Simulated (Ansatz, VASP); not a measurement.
# SrMn4As2 in VASP and in Ansatz

INCAR

```
PREC = Accurate
ENCUT = 520
EDIFF = 1E-7
ISMEAR = 1
SIGMA = 0.005
LREAL = False
LASPH = True
NELM = 80
ALGO = Normal
ISIF = 2
LWAVE = False
LCHARG = True
GGA = PE
LELF = True
LVHAR = True
NBANDS = 45
```

Contents of KPOINTS:

```
Automatic mesh
0
Gamma
  5 5 5
```

File POSCAR:

```
SrMn4As2
1.0
    2.1141010000      3.6617260000      0.0000000000
   -2.1141010000      3.6617260000      0.0000000000
    0.0000000000     -2.4411500000      7.8642040000
Sr As Mn
1 2 4
Direct
    0.0000000000      0.0000000000      0.0000000000
    0.2474000000      0.2474000000      0.7422000000
    0.7526000000      0.7526000000      0.2578000000
    0.1434000000      0.1434000000      0.4302000000
    0.8566000000      0.8566000000      0.5698000000
    0.4385000000      0.4385000000      0.3155000000
    0.5615000000      0.5615000000      0.6845000000
```

Input for Ansatz:

```yaml
crystal:
  lattice:
    - [2.114101, 3.661726, 0.0]
    - [-2.114101, 3.661726, 0.0]
    - [0.0, -2.44115, 7.864204]
  atoms:
    - { symbol: Sr, position: [0.0, 0.0, 0.0] }
    - { symbol: As, position: [0.2474, 0.2474, 0.7422] }
    - { symbol: As, position: [0.7526, 0.7526, 0.2578] }
    - { symbol: Mn, position: [0.1434, 0.1434, 0.4302] }
    - { symbol: Mn, position: [0.8566, 0.8566, 0.5698] }
    - { symbol: Mn, position: [0.4385, 0.4385, 0.3155] }
    - { symbol: Mn, position: [0.5615, 0.5615, 0.6845] }
  symmetry: { tolerance: 0.0003 }
kpoints:
  mp_grid: { grid: [5, 5, 5], shift: [0, 0, 0] }
magnetization:
  spin_polarized: false
scf:
  occupations: { method: methfessel_paxton, width: 0.005 }
hamiltonian:
  pseudopotentials: { kind: paw }
  xc: pbe
basis:
  ecutwfc: 420
output:
  forces: true
  stress: true
  eigenvalues: true
```

The cell was built by a generator and needn't be a form met in nature.

Alike in both runs: task single point; functional PBE; k mesh 5 × 5 × 5; occupations methfessel-paxton of order 1, width 0.005 eV; no spin polarisation.

|  | VASP | Ansatz |
| --- | --- | --- |
| version | VASP 6.6.1 | Ansatz 0.2.0 |
| potentials or method | VASP PAW PBE potentials, release 64 (Sr_sv, As, Mn_pv) | PAW plane waves |
| plane-wave cutoff (eV) | 520 | 420 |
| valence electrons in the cell | 72 | 100 |

Ansatz gave:

```
gap on the k mesh at the Fermi level (eV)       : none
pressure (GPa)                                  : -13.6
largest component of the traceless stress (GPa) : 5.02
rms of the force components (eV/Å)              : 0.832
```

Estimate VASP's values.

gap on the k mesh at the Fermi level (eV): none; pressure (GPa): -13.4; largest component of the traceless stress (GPa): 4.98; rms of the force components (eV/Å): 0.830.

Atom by atom the forces differ by 0.007 eV/Å (rms over components). A gap of «none» marks a metal or a gap that the smearing closes. The two sets of potentials don't hold the same shells in valence. Ansatz warned: «structure_snapped_to_symmetry».

Caveats: forces of over 1 eV/Å show positions far from the minimum, so gaps and moduli don't describe the material at rest. Spin polarisation is off, so any magnetic state and its effect on volume and gap are missing.
